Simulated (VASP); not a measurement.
Here is a VASP 6.6.1 calculation.

The input INCAR:

```
SYSTEM = Ca3ZrN3
  PREC = Accurate
  ENCUT = 520
  EDIFF = 1E-6
  ISMEAR = 0
  SIGMA = 0.1
  LREAL = .FALSE.
  LASPH = .TRUE.
  NELM = 120
  ALGO = Normal
  ISIF = 3
  LWAVE = .FALSE.
  LCHARG = .FALSE.
  GGA = PE
  IBRION = 2
  NSW = 90
  EDIFFG = -0.01
  KPAR = 8
```

The input KPOINTS:

```
regular mesh
0
G
  4 4 6
  0 0 0
```

POSCAR

```
Ca3ZrN3
1.0
    7.8980568800      0.0000000000      0.0000000000
   -3.9490284400      6.8399179000      0.0000000000
    0.0000000000      0.0000000000      5.0070000000
Ca Zr N
6 2 6
Direct
    0.6718840100      0.7978070200      0.7500000000
    0.1259230100      0.3281159900      0.7500000000
    0.2021929800      0.8740769900      0.7500000000
    0.3281159900      0.2021929800      0.2500000000
    0.7978070200      0.1259230100      0.2500000000
    0.8740769900      0.6718840100      0.2500000000
    0.6666666700      0.3333333300      0.7500000000
    0.3333333300      0.6666666700      0.2500000000
    0.3698821200      0.2236842100      0.7500000000
    0.7763157900      0.1461979000      0.7500000000
    0.8538021000      0.6301178800      0.7500000000
    0.1461979000      0.3698821200      0.2500000000
    0.6301178800      0.7763157900      0.2500000000
    0.2236842100      0.8538021000      0.2500000000
```

Potentials or basis: VASP PAW PBE potentials, release 64 (Ca_sv, Zr_sv, N).

Launch:

```sh
$ cat potpaw_PBE.64/Ca_sv/POTCAR potpaw_PBE.64/Zr_sv/POTCAR potpaw_PBE.64/N/POTCAR > POTCAR
$ mpirun -np 8 vasp_std > vasp.out
```

**Question.** Estimate the relaxed volume.

**Answer.** 19.52 Å³/atom.

**Question.** Predict the band gap on the k mesh.

**Answer.** None (metal or under the smearing width).

Final structure:
```
Ca Zr N
1.0
     7.95550    0.00000    0.00000
    -3.97775    6.88966    0.00000
     0.00000    0.00000    4.98516
Ca Zr N
6 2 6
Direct
  0.67363 0.80997 0.75000
  0.13634 0.32637 0.75000
  0.19003 0.86366 0.75000
  0.32637 0.19003 0.25000
  0.80997 0.13634 0.25000
  0.86366 0.67363 0.25000
  0.66667 0.33333 0.75000
  0.33333 0.66667 0.25000
  0.36962 0.21127 0.75000
  0.78873 0.15835 0.75000
  0.84165 0.63038 0.75000
  0.15835 0.36962 0.25000
  0.63038 0.78873 0.25000
  0.21127 0.84165 0.25000
```
